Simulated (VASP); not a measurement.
Consider the following.

```yaml
crystal:
  lattice:
    - [3.49256, 0.00000, 0.00000]
    - [-1.74628, 3.02464, 0.00000]
    - [0.00000, 0.00000, 13.66963]
  atoms:
    - { symbol: Mo, position: [0.33333, 0.66667, 0.25000] }
    - { symbol: Mo, position: [0.66667, 0.33333, 0.75000] }
    - { symbol: Te, position: [0.33333, 0.66667, 0.61701] }
    - { symbol: Te, position: [0.66667, 0.33333, 0.11701] }
    - { symbol: Te, position: [0.33333, 0.66667, 0.88299] }
    - { symbol: Te, position: [0.66667, 0.33333, 0.38299] }
```

Calculation: PBE GGA with D3 dispersion (Becke-Johnson damping), VASP's PBE PAW potentials (set 64) (plane waves; VASP 6.6.1). Numerical set-up: 400 eV cut-off, 8×8×2 Γ-centred mesh, tetrahedra with Blöchl corrections, potentials Mo_sv Te.

The cores are frozen, which limits the accuracy of field gradients.

Q: Give the principal components of the electric field gradient (V/Å²) and the asymmetry η at each nucleus.

A: 
```
atom   Vxx   Vyy     Vzz     η
----  ----  ----  ------  ----
Mo1   34.3  34.3   -68.5  0.00
Mo2   34.3  34.3   -68.5  0.00
Te3   84.0  84.0  -168.0  0.00
Te4   84.0  84.0  -168.0  0.00
Te5   84.0  84.0  -168.0  0.00
Te6   84.0  84.0  -168.0  0.00
```

The structure comes from a measured Te2Mo entry (P6_3/mmc) of the Crystallography Open Database, whose conditions weren't checked. It was relaxed first.
